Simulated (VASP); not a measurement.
InGaO2, 4 atoms in the cell. The structure is tetragonal, space group P-4m2 (No. 115). The conventional cell has a = 3.148 Å, b = 3.148 Å, c = 6.258 Å, α = 90.00°, β = 90.00°, γ = 90.00°. Around In (site symmetry -4m2) lie 4 O at 2.61 Å. Ga (site symmetry -4m2) is surrounded by 4 O at 1.89 Å. Around O (site symmetry 2mm) lie 2 Ga at 1.89 Å. The cell was built by a generator and needn't be a form met in nature.

- Program: VASP 6.6.1
- Task: density of states
- Functional: PBE
- Potentials or basis: VASP PAW PBE potentials, release 64 (In_d, Ga_d, O)
- Cutoff: 520 eV
- k mesh: 10 × 10 × 6
- Occupations: gaussian, width 0.1 eV
- Spin: no spin polarisation
- k mesh for the DOS: 15 × 15 × 9
- Occupations for the DOS: tetrahedron
- Further INCAR settings: ALGO = Fast; EDIFF = 1e-06; NBANDS = 27

Potentials or basis: VASP PAW PBE potentials, release 64 (In_d, Ga_d, O).

Command:

```bash
$ cat potpaw_PBE.64/In_d/POTCAR potpaw_PBE.64/Ga_d/POTCAR potpaw_PBE.64/O/POTCAR > POTCAR
$ cp INCAR.step1 INCAR
$ cp KPOINTS.step1 KPOINTS
$ mpirun -np 4 vasp_std > vasp.out
$ cp INCAR.step2 INCAR
$ cp KPOINTS.step2 KPOINTS
$ mpirun -np 4 vasp_std > vasp.out
```

Hardware: 4 MPI ranks on Intel(R) Xeon(R) Platinum 8488C (Sapphire Rapids), with other jobs on the host.

Q: How long does it take, and how much memory?

A: Run time: 110 s on 4 MPI ranks on Intel(R) Xeon(R) Platinum 8488C (Sapphire Rapids), on a shared host, peak memory 0.38 GiB a rank. Counts: scf iterations 15, k points 180.
